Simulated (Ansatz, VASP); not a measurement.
**Cross-check of AlNi between VASP and Ansatz**

Aim: how closely do two programs agree when they are given the same cell, functional and k mesh? The cell is taken from a series of runs on this material, whose earlier steps may have relaxed, scaled, displaced or heated it; both programs get it as it stands.

Calculated with Ansatz 0.2.0; plane waves, with VASP 6.6.1 beside it; zone-centre phonons at PBEsol.

## Step 1: The starting structure

The structure is orthorhombic, space group Cmmm (No. 65). The conventional cell has a = 3.966 Å, b = 4.036 Å, c = 2.906 Å, α = 90.00°, β = 90.00°, γ = 90.00°. Al has 8 Ni at 2.46 to 2.49 Å nearest. Nearest to Ni lie 8 Al at 2.46 to 2.49 Å. Farther neighbours are not listed.

## Step 2: Ansatz: zone-centre phonons, PBEsol

Ansatz runs on its PAW soft_1 files.

Second derivatives magnify differences that forces hide, and they need a tight electronic threshold.

Input file input.yaml:

```yaml
crystal:
  lattice:
    - [2.8290503523, -0.0245460478, 0.0]
    - [-0.0245460478, 2.8290503523, 0.0]
    - [0.0, 0.0, 2.9058343716]
  atoms:
    - { symbol: Al, position: [0.0, 0.0, 0.0] }
    - { symbol: Ni, position: [0.5, 0.5, 0.5] }
kpoints:
  mp_grid: { grid: [16, 16, 16] }
hamiltonian:
  xc: pbesol
  pseudopotentials: { kind: paw, azcp: { folder: soft_1 }, xc_functional: pbe }
scf:
  occupations: { method: methfessel_paxton, width: 0.2 }
output:
  eigenvalues: true
phonons:
  method: dfpt
```

Launch:

```console
ansatz run input.yaml --threads 4 --pin off --max-ram 10240MiB --backend cpu --events-out ev --progress --plain --runs-dir out
```

Numbers of over 12 decimals in the logs are rounded to 6 here.

The log of the run:

```text
zone centre: on kpoints.mp_grid the ground state, and the responses unless they are solved on pairs of k-points, stand on 1170 of the mesh's 4096 k-points, reduced under 4 symmetry operations, with k and −k counted as one. Each operation leaves every solved displacement unchanged or reverses it
Engine: ansatz 0.2.0, x86_64-unknown-linux-gnu
Pseudopotentials: kind: paw
Pseudopotential: Al, paw, valence charge 3, recommended cutoff 420 eV (normal), soft_1/Al.paw.azcp
Pseudopotential: Ni, paw, valence charge 18, recommended cutoff 420 eV (normal), soft_1/Ni.paw.azcp
Functional definition: PBEsol
  exchange = pbesol_x
  correlation = pbesol_c
Crystal: 2 atoms, lattice volume = 23.255 Å³
Basis set: ecut = 420 eV, 461 PW (Γ), exchange–correlation on 40×40×40 points (8 copies of the dense FFT grid, shifted against one another)
Bands: 15, of which v1, the nominal top of the filled ones, is band 11 counted from 1 (10 counted from 0)
Symmetry: 8 space group operations
k-points: 1170 of 4096 (irreducible under 4 space group operations)
Non-local potential: Al, projectors of the file, l = 0: 2, l = 1: 2, l = 2: 1
Non-local potential: Ni, projectors of the file, l = 0: 3, l = 1: 2, l = 2: 3, l = 3: 1
PAW form: soft (Blöchl's): semilocal exchange-correlation on the pseudo side does not see the compensation charge
PAW frozen core: Al, regenerated for the run's functional, and the local potential with it (the file was generated under x = pbe(κ = 0.804, μ = 0.219515), c = pbe(β = 0.066725))
PAW frozen core: Ni, regenerated for the run's functional, and the local potential with it (the file was generated under x = pbe(κ = 0.804, μ = 0.219515), c = pbe(β = 0.066725))
PAW one-centre angular grid: Al, 110 points (default); XC on 64 Gauss nodes
PAW one-centre angular grid: Ni, 590 points (default); XC on 64 Gauss nodes
Initial density: superposition of atomic densities (chi_scale 0.1, normalization cell, long waves kept (reshape's long-wave potential 0.00 eV rms))
Initial wavefunctions: pseudopotential atomic-orbital guess
Functional: x = pbesol(κ = 0.804, μ = 0.123457), c = pbesol(β = 0.046)
SCF iter   1: F=—  HF=-6331.219645 eV  |F-HF|=—  |Δ(HF+E_count)|=         —  Δρ=7.54e-2  dr2=1.35e0  ethr=3.10e-3  ⟨swp⟩=4.0  Hψ=77644  notcnv=0
preconditioner: auto → none  [metal: Δε(μ)=0.007 eV  Ē_g=10.312 eV  σ=0.200 eV  W_gap=0.03  n_scr=6 (ndim 8)  ℏωp=27.8 eV  f_vac=0.000  D(μ)=0.61/eV (n_scr^D=2)  sad-step TF]
SCF iter   2: F=—  HF=-6331.071977 eV  |F-HF|=—  |Δ(HF+E_count)|=   1.48e-1  S|Δr|=    0.00e0  Δρ=5.67e-2  dr2=8.19e-1  ethr=3.10e-3  ⟨swp⟩=2.0  Hψ=31394  notcnv=0  defer=260
SCF iter   3: F=—  HF=-6330.884343 eV  |F-HF|=—  |Δ(HF+E_count)|=   1.88e-1  S|Δr|=    0.00e0  Δρ=2.09e-2  dr2=9.28e-2  ethr=3.10e-3  ⟨swp⟩=2.0  Hψ=22209  notcnv=0  defer=260
SCF iter   4: F=—  HF=-6330.868132 eV  |F-HF|=—  |Δ(HF+E_count)|=   1.62e-2  S|Δr|=    0.00e0  Δρ=5.35e-3  dr2=3.77e-3  ethr=4.42e-4  ⟨swp⟩=2.0  Hψ=30207  notcnv=0  defer=251
SCF iter   5: F=—  HF=-6330.867904 eV  |F-HF|=—  |Δ(HF+E_count)|=   2.28e-4  S|Δr|=    0.00e0  Δρ=5.07e-4  dr2=2.75e-5  ethr=1.79e-5  ⟨swp⟩=2.4  Hψ=23850  notcnv=0  defer=249
SCF iter   6: F=—  HF=-6330.867888 eV  |F-HF|=—  |Δ(HF+E_count)|=   1.52e-5  S|Δr|=    0.00e0  Δρ=1.07e-4  dr2=1.27e-6  ethr=1.31e-7  ⟨swp⟩=2.0  Hψ=29704  notcnv=0  defer=249
SCF iter   7: F=—  HF=-6330.867892 eV  |F-HF|=—  |Δ(HF+E_count)|=   3.37e-6  S|Δr|=    0.00e0  Δρ=1.27e-5  dr2=2.23e-8  ethr=6.04e-9  ⟨swp⟩=2.3  Hψ=25558  notcnv=0  defer=249
SCF iter   8: F=—  HF=-6330.867892 eV  |F-HF|=—  |Δ(HF+E_count)|=   4.32e-9  S|Δr|=    0.00e0  Δρ=1.33e-6  dr2=2.60e-10  ethr=1.06e-10  ⟨swp⟩=2.3  Hψ=25637  notcnv=0  defer=249
SCF iter   9: F=-6330.867892 eV  HF=-6330.867892 eV  |F-HF|=4.55e-12  |Δ(HF+E_count)|=  3.91e-11  S|Δr|=    0.00e0  Δρ=7.16e-8  dr2=9.37e-13  ethr=1.00e-12  ⟨swp⟩=4.9  Hψ=81239  notcnv=0
SCF 1 converged in 9 iterations: F = -6330.867892 eV  dr2 = 9.37e-13
  greatest PAW one-centre occupation: 1.001 electrons in one spin orbital (limit 2), on the Ni atom at site 1 (counted from 0), in its partial waves of l = 1
DFPT response loops at Γ: preconditioner auto → Kerker (q_TF=auto, 2.682 Å⁻¹) (partly filled bands, converged f_vac=0.000); β = 1.00, the filter's whole step (`scf.mixing.beta` (0.50) is not read by the response loops under this deck's `scf.mixing.preconditioner`; to damp them name `kerker` or `kerker_dos`, under which they read `scf.mixing.beta`, and type it under 1.00, their step now; both keys bind the ground state too); Broyden in place of MSR1
SCF converged after 9 iterations
Stability not checked: this state was not tested for a lower state beside it, because cold or Methfessel-Paxton smearing, or corrected tetrahedra, fill the levels in a way that the test cannot read (fill_not_monotonic; see scf.lower_state_search)
Free energy (F): -6330.867892 eV
Harris-Foulkes:  -6330.867892 eV  (|F-HF|=4.55e-12)
Internal energy: -6330.868396 eV  (E = F + TS)
E sigma→0 (E₀):  -6330.868018 eV
Entropy (-TS):   0.000504 eV (0.252 meV/atom)
Fermi energy:    14.213309 eV
--- Per-component energies (eV) ---
  E_band       = -331.431650
  E_kinetic    = 369.484699
  E_local      = -3708.612007  (includes V_loc(G=0)·N_el)
  E_nonlocal   = -105.479073
  E_hartree    = 1947.523017
  E_xc         = -151.901631
  E_vxc        = -177.768307  (∫ρ·V_xc dr)
  E_paw        = -2080.819809  (= ΣΔE_a)
  E_vpaw       = -604.103793  (= ΣTr[D̂ρ^β])
  E_aug_tail   = 0.000868  (compensation charges beyond the density's cutoff)
  E_ewald      = -2601.280888
  E_core_change = 0.216428  (= ΣΔE_core)
  E_smearing   = 0.000504  (= −TS)
  E_closure    = 0.000000  (closes the sum)
  Σ components = -6330.867892   (vs F -6330.867892, Δ=0.00e0)
--- Band table (eV; the first three rows and the last of 1170) ---
  k-point 0: bands = [... 7 lower, 12.5831, 12.6300, 12.6846, 19.1658, 20.0810, 20.1941, 22.2863, 22.5342]
  k-point 1: bands = [... 7 lower, 12.5534, 12.6013, 12.6876, 18.4601, 20.1745, 20.2859, 22.5336, 22.9756]
  k-point 2: bands = [... 7 lower, 12.4709, 12.5217, 12.6962, 17.1619, 20.4484, 20.5552, 22.5315, 24.1914]
  k-point 1169: bands = [... 7 lower, 13.1779, 13.2537, 16.0377, 16.0860, 16.2897, 18.2026, 18.6278, 18.8327]
--- Phonons (Γ-DFPT): 4 representative perturbations + reference, on 1170 of 4096 k-points (Σ response iterations 12) ---
  k mesh reduced under 4 symmetry operations, with k and −k counted as one. Each operation leaves every solved displacement unchanged or reverses it
  ASR residual: 3.302e-5 → 0.000e0 eV/Å²; symmetrization residual: 8.663e-7 eV/Å²
  ASR residual per site (eV/Å²): 8.49e-6 3.30e-5
  Γ frequencies (cm⁻¹): 0.00 0.00 0.00 293.76 308.41 317.19
  non-analytic LO–TO correction: not included (Born effective charges unavailable; polar crystals: no LO–TO splitting at Γ)
```

The column dr2 measures how far the density is from self-consistency, as an energy; F and HF (Harris–Foulkes) agree once it is small.

(Part 1 of 2 ends here.)

[Lines on the potential files, build, host, timing and source positions are cut from VASP's logs without a mark.]

[Logs are printed without paths, hosts, clocks, repeated set-up lines and the standing remarks that a program may print on its own settings, such as how far it seeks lower states.]

[Hosts, paths, dates, database ids (printed as entryN), source tags and the programs' standing remarks are cut or masked in the printed files.]
